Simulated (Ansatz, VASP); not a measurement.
# One calculation of RbVF3, two programs

The input INCAR:

```
SYSTEM = RbVF3
PREC     = Accurate       ! precision mode
ENCUT    = 520            ! plane-wave cutoff, eV
EDIFF    = 1E-6           ! SCF threshold, eV
ISMEAR   = 0              ! smearing method
SIGMA    = 0.05           ! smearing width, eV
LREAL    = .FALSE.        ! projectors in reciprocal space
LASPH    = .TRUE.         ! aspherical terms in the spheres
NELM     = 150            ! most SCF steps
ALGO     = Normal         ! electronic algorithm
ISIF     = 2              ! what is computed and relaxed
LWAVE    = .FALSE.        ! write WAVECAR
LCHARG   = .TRUE.         ! write CHGCAR
ISPIN    = 2              ! spin polarisation
MAGMOM   = 0 3 0 0 0      ! initial moments
LORBIT   = 11             ! projections on sites
LMAXMIX  = 4              ! l up to which the mixer works
LDAU     = .TRUE.         ! DFT+U
LDAUTYPE = 2            
LDAUL    = -1 2 -1        ! shell
LDAUU    = 0 7 0          ! U, eV
LDAUJ    = 0 0 0        
LDAUPRINT= 1            
GGA      = CA             ! functional
LELF     = .TRUE.         ! ELF
LVHAR    = .TRUE.       
NBANDS   = 34             ! bands
```

File KPOINTS:

```
regular mesh
0
G
  5 5 5
  0 0 0
```

POSCAR

```
RbVF3
1.0
    4.1819996800      0.0000000000      0.0000000000
    0.0000000000      4.1819996800      0.0000000000
    0.0000000000      0.0000000000      4.1819996800
Rb V F
1 1 3
Direct
    0.0000000000      0.0000000000      0.0000000000
    0.5000000000      0.5000000000      0.5000000000
    0.5000000000      0.5000000000      0.0000000000
    0.0000000000      0.5000000000      0.5000000000
    0.5000000000      0.0000000000      0.5000000000
```

Input for Ansatz:

```yaml
crystal:
  lattice:
    - [4.18199968, 0.0, 0.0]
    - [0.0, 4.18199968, 0.0]
    - [0.0, 0.0, 4.18199968]
  atoms:
    - { symbol: Rb, position: [0.0, 0.0, 0.0] }
    - { symbol: V, position: [0.5, 0.5, 0.5], spin: 3.0 }
    - { symbol: F, position: [0.5, 0.5, 0.0] }
    - { symbol: F, position: [0.0, 0.5, 0.5] }
    - { symbol: F, position: [0.5, 0.0, 0.5] }
basis:
  ecutwfc: 420
  ecutrho_ratio: 4
kpoints:
  mp_grid: { grid: [5, 5, 5] }
hamiltonian:
  xc: lda
  hubbard: { sites: [{ site: 1, l: d, u_eff: 7.0 }] }
scf:
  occupations: { method: gaussian, width: 0.05 }
  lower_state_search: "off"
  max_iter: 150
output:
  forces: true
  stress: true
  eigenvalues: true
  populations: true
  hubbard: { sites: [{ site: 1, l: d }] }
magnetization:
  spin_polarized: true
```

Alike in both runs: task single point; functional LDA; k mesh 5 × 5 × 5; occupations gaussian, width 0.05 eV; collinear spin; Hubbard terms V d U = 7.0 eV.

|  | VASP | Ansatz |
| --- | --- | --- |
| version | VASP 6.6.1 | Ansatz 0.2.0 |
| potentials or method | VASP PAW LDA potentials, release 64 (Rb_sv, V_sv, F) | scalar-relativistic, plane waves, PAW |
| plane-wave cutoff (eV) | 520 | 420 |
| valence electrons in the cell | 43 | 43 |

```csv
,VASP,Ansatz,Ansatz less VASP
gap on the k mesh at the Fermi level (eV),3.43,4.06,+0.626
least direct gap on the mesh (eV),4.63,5.82,+1.188
pressure (GPa),-1.3,-2.1,-0.80
net moment per atom (μB),0.60,0.60,0.000
size of the moment on the site where the two differ most (μB),2.77,2.27,-0.501
```

Site moments also hang on the region over which each program counts them. The programs project onto different local orbitals, so the same U acts differently.

Caveats: an odd mesh through Γ misses points on the zone boundary, where band edges often lie. The state reached can hang on the start; a lower one may exist.
